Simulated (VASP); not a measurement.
## Ta3ZrC4 (ordered alloy cell): computed properties

All values below come from PBEsol GGA, VASP's PBE PAW potentials (set 64) (plane waves; VASP).

* **space group**: R-3m (166)
* **cell**: a = 3.1744 Å, b = 3.1744 Å, c = 31.2230 Å, α = 90.00°, β = 90.00°, γ = 120.00°
* **volume per atom**: 11.35 Å³/atom
* **band gap (over mesh and band path)**: none (metal, semimetal or under 0.01 eV)
* **density**: 12.47 g/cm³

```xyz
8
Lattice="0.0000 2.2447 2.2447 2.2447 0.0000 2.2447 9.0018 9.0018 -0.0231" Properties=species:S:1:pos:R:3 pbc="T T T"
Zr     0.0000     0.0000     0.0000
C      2.3051     2.3051     2.1842
C      4.5142     4.5142     2.2198
C      6.7322     6.7322     2.2465
C      8.9413     8.9413     2.2820
Ta     4.5254     4.5254     4.4533
Ta     4.5009     4.5009    -0.0115
Ta     6.7210     6.7210     0.0130
```

Unless said otherwise, spin-orbit coupling is left out, though it shifts the bands of the heavy elements here.

The structure was generated: Ta3ZrC4 was put into an ordered model structure (R-3m), which need not be its known phase. It was relaxed first. Symmetry was kept, so distortions that lower it aren't found. The electron count is odd and the run is not spin-polarised, which forces a metal.
